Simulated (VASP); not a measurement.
OSZICAR of a VASP run on Se (space group P3_121):

**OSZICAR**
```
       N       E                     dE             d eps       ncg     rms          rms(c)
DAV:   1     0.749016943769E+02    0.74902E+02   -0.64132E+03   624   0.939E+02
DAV:   2    -0.557680592850E+01   -0.80479E+02   -0.76977E+02   856   0.164E+02
DAV:   3    -0.104501342926E+02   -0.48733E+01   -0.48438E+01   699   0.473E+01
DAV:   4    -0.104926690242E+02   -0.42535E-01   -0.42481E-01   749   0.521E+00
DAV:   5    -0.104930112519E+02   -0.34223E-03   -0.34221E-03   739   0.449E-01    0.689E+00
DAV:   6    -0.104484507135E+02    0.44561E-01   -0.33526E-02   664   0.137E+00    0.425E+00
DAV:   7    -0.104354106159E+02    0.13040E-01   -0.64725E-02   684   0.189E+00    0.181E-01
DAV:   8    -0.104347102082E+02    0.70041E-03   -0.97078E-03   644   0.703E-01    0.104E-01
DAV:   9    -0.104348025707E+02   -0.92362E-04   -0.27362E-04   784   0.131E-01    0.312E-02
DAV:  10    -0.104348256417E+02   -0.23071E-04   -0.46804E-05   664   0.539E-02    0.822E-03
DAV:  11    -0.104348279032E+02   -0.22615E-05   -0.10177E-05   729   0.219E-02    0.368E-03
DAV:  12    -0.104348274813E+02    0.42190E-06   -0.23382E-06   474   0.112E-02
   1 F= -.11485907E+02 E0= -.11485907E+02  d E =-.114859E+02
       N       E                     dE             d eps       ncg     rms          rms(c)
DAV:   1    -0.104347133948E+02    0.11451E-03   -0.64967E-02   629   0.153E+00    0.150E-01
DAV:   2    -0.104341361768E+02    0.57722E-03   -0.16997E-03   689   0.281E-01    0.805E-02
DAV:   3    -0.104339549621E+02    0.18121E-03   -0.63373E-04   709   0.155E-01    0.223E-02
DAV:   4    -0.104339584679E+02   -0.35058E-05   -0.38143E-05   649   0.445E-02    0.116E-02
DAV:   5    -0.104339594301E+02   -0.96220E-06   -0.36581E-06   694   0.141E-02
   2 F= -.11487296E+02 E0= -.11487296E+02  d E =-.138906E-02
       N       E                     dE             d eps       ncg     rms          rms(c)
DAV:   1    -0.104338902215E+02    0.68246E-04   -0.27608E-01   629   0.316E+00    0.309E-01
DAV:   2    -0.104314201377E+02    0.24701E-02   -0.72603E-03   689   0.580E-01    0.166E-01
DAV:   3    -0.104306417169E+02    0.77842E-03   -0.27058E-03   699   0.321E-01    0.462E-02
DAV:   4    -0.104306562156E+02   -0.14499E-04   -0.16142E-04   649   0.914E-02    0.243E-02
DAV:   5    -0.104306606541E+02   -0.44385E-05   -0.15670E-05   719   0.293E-02    0.643E-03
DAV:   6    -0.104306608267E+02   -0.17253E-06   -0.14111E-06   371   0.829E-03
   3 F= -.11488738E+02 E0= -.11488738E+02  d E =-.283127E-02
       N       E                     dE             d eps       ncg     rms          rms(c)
DAV:   1    -0.104297185595E+02    0.94209E-03   -0.17496E-02   624   0.795E-01    0.778E-02
DAV:   2    -0.104295581503E+02    0.16041E-03   -0.46289E-04   679   0.147E-01    0.418E-02
DAV:   3    -0.104295077089E+02    0.50441E-04   -0.17590E-04   699   0.815E-02    0.116E-02
DAV:   4    -0.104295086894E+02   -0.98059E-06   -0.10206E-05   659   0.230E-02    0.613E-03
DAV:   5    -0.104295089055E+02   -0.21608E-06   -0.93154E-07   332   0.747E-03
   4 F= -.11488798E+02 E0= -.11488798E+02  d E =-.289143E-02
       N       E                     dE             d eps       ncg     rms          rms(c)
DAV:   1    -0.104311489366E+02   -0.16402E-02   -0.56502E-02   624   0.147E+00    0.147E-01
DAV:   2    -0.104313483633E+02   -0.19943E-03   -0.27720E-03   704   0.351E-01    0.554E-02
DAV:   3    -0.104313012271E+02    0.47136E-04   -0.60231E-05   694   0.576E-02    0.254E-02
DAV:   4    -0.104312929724E+02    0.82546E-05   -0.36767E-05   699   0.397E-02    0.551E-03
DAV:   5    -0.104312929796E+02   -0.71827E-08   -0.36177E-06   654   0.138E-02
   5 F= -.11488932E+02 E0= -.11488932E+02  d E =-.133497E-03
       N       E                     dE             d eps       ncg     rms          rms(c)
DAV:   1    -0.104307279249E+02    0.56505E-03   -0.76407E-03   624   0.542E-01    0.541E-02
DAV:   2    -0.104307562584E+02   -0.28333E-04   -0.37246E-04   704   0.129E-01    0.203E-02
DAV:   3    -0.104307515829E+02    0.46754E-05   -0.81225E-06   699   0.211E-02    0.923E-03
DAV:   4    -0.104307519573E+02   -0.37441E-06   -0.49183E-06   609   0.145E-02
   6 F= -.11488996E+02 E0= -.11488996E+02  d E =-.197701E-03
       N       E                     dE             d eps       ncg     rms          rms(c)
DAV:   1    -0.104275339319E+02    0.32177E-02   -0.48605E-02   624   0.134E+00    0.132E-01
DAV:   2    -0.104270976234E+02    0.43631E-03   -0.19065E-03   689   0.300E-01    0.735E-02
DAV:   3    -0.104268879180E+02    0.20971E-03   -0.45865E-04   659   0.123E-01    0.222E-02
DAV:   4    -0.104268807579E+02    0.71601E-05   -0.30857E-05   724   0.344E-02    0.124E-02
DAV:   5    -0.104268807837E+02   -0.25792E-07   -0.14910E-06   372   0.939E-03
   7 F= -.11489301E+02 E0= -.11489301E+02  d E =-.304833E-03
```

Which electronic solver shows in the log?

It is blocked Davidson (ALGO = Normal, or the opening steps of other solvers). The INCAR had ALGO = Normal.

Can the final energy be trusted as converged?

The calculation finished and met its thresholds. It stopped with EDIFF = 1E-6, NELM = 100, NSW = 60 and EDIFFG = -0.02 after 7 ionic steps (PBE GGA with D3 dispersion (Becke-Johnson damping), plane waves, VASP's PBE PAW potentials (set 64)).

The structure comes from a measured Se entry (P3_121) of the Crystallography Open Database, whose conditions weren't checked. This run relaxes it. Symmetry was kept, so distortions that lower it aren't found. The start is the result of an earlier pass.
